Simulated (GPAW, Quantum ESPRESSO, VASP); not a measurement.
# Code comparison for CaC2 (P1, 6 atoms in the cell)

Self-consistent single point, at a second geometry (atoms moved at random). First geometry:

```xyz
6
Lattice="3.8762 0.0000 0.0000 1.8496 3.5393 0.0000 0.4118 1.0069 7.2199" Properties=species:S:1:pos:R:3 pbc="T T T"
Ca     2.9979     4.2284     5.4328
Ca     3.1398     0.3179     1.7872
C      1.2751     1.4781     0.4344
C      4.8626     3.0682     6.7856
C      3.0893     2.6824     3.1332
C      3.0484     1.8639     4.0868
```

Second geometry:
```yaml
crystal:
  lattice:
    - [3.87625, 0.00000, 0.00000]
    - [1.84964, 3.53935, 0.00000]
    - [0.41179, 1.00694, 7.21993]
  atoms:
    - { symbol: Ca, position: [0.21388, 0.99771, 0.76193] }
    - { symbol: Ca, position: [0.76586, 0.01013, 0.25085] }
    - { symbol: C, position: [0.13600, 0.38787, 0.05958] }
    - { symbol: C, position: [0.87622, 0.60342, 0.94791] }
    - { symbol: C, position: [0.45363, 0.63652, 0.42858] }
    - { symbol: C, position: [0.55440, 0.36436, 0.55114] }
```

Shared settings, as Quantum ESPRESSO writes them: occupations = fixed; K_POINTS = automatic 7 6 3 0 0 0. Potentials and cutoffs stand in the table.

| code | model | ΔF from the first geometry (meV/atom) | pressure (GPa) | largest force (eV/Å) | gap on the mesh (eV) | cutoff |
|---|---|---|---|---|---|---|
| VASP | LDA (PZ), VASP's LDA PAW potentials (set 64) | 24.9 | -2.26 | 3.067 | 2.482 | 400 eV |
| GPAW | LDA (Perdew-Wang 92), GPAW PAW datasets LDA (gpaw-data 1.0.1) | 24.1 | – | 3.000 | 2.503 | 900 eV |
| Quantum ESPRESSO | LDA (PZ), GBRV 1.5 ultrasoft (LDA) pseudopotentials | 25.6 | -1.71 | 3.168 | 2.504 | 40 Ry |

Size of the force on each atom (eV/Å): Sizes of forces hide their directions.

```tsv
code	Ca1	Ca2	C3	C4	C5	C6
VASP	0.454	0.152	2.446	2.741	2.598	3.067
GPAW	0.452	0.160	2.370	2.669	2.524	3.000
Quantum ESPRESSO	0.451	0.141	2.544	2.837	2.701	3.168
```

A dash marks a value that a program does not give, or that is left out as unsure.

Gaps are read on the mesh.

The spread over the programs that give each value: ΔF from the first geometry within 1.5 meV/atom; pressure within 0.55 GPa; largest force within 0.168 eV/Å; gap on the mesh within 0.022 eV.

The pressure of GPAW is left out: its cutoff lies under the one at which its stress was checked. In the force vectors, Quantum ESPRESSO (by 0.104) lies more than 0.08 eV/Å from the median of the plane-wave programs.

VASP's run is marked for a possible Pulay error in its stress at this cutoff; no cutoff test was made.

VASP ran the fixed occupations as a Gaussian smearing of 0.01 eV.

The starting cell comes from a database of computed structures (which also holds hypothetical and non-ambient phases and stackings), without a prior relaxation at this level. Its lattice was rescaled by a random factor within 2.5 % of one. For this run, on top of that: atoms moved at random.

Left out of this page: Ansatz, ABINIT, CP2K and SIESTA (not drawn, or without a comparable value).
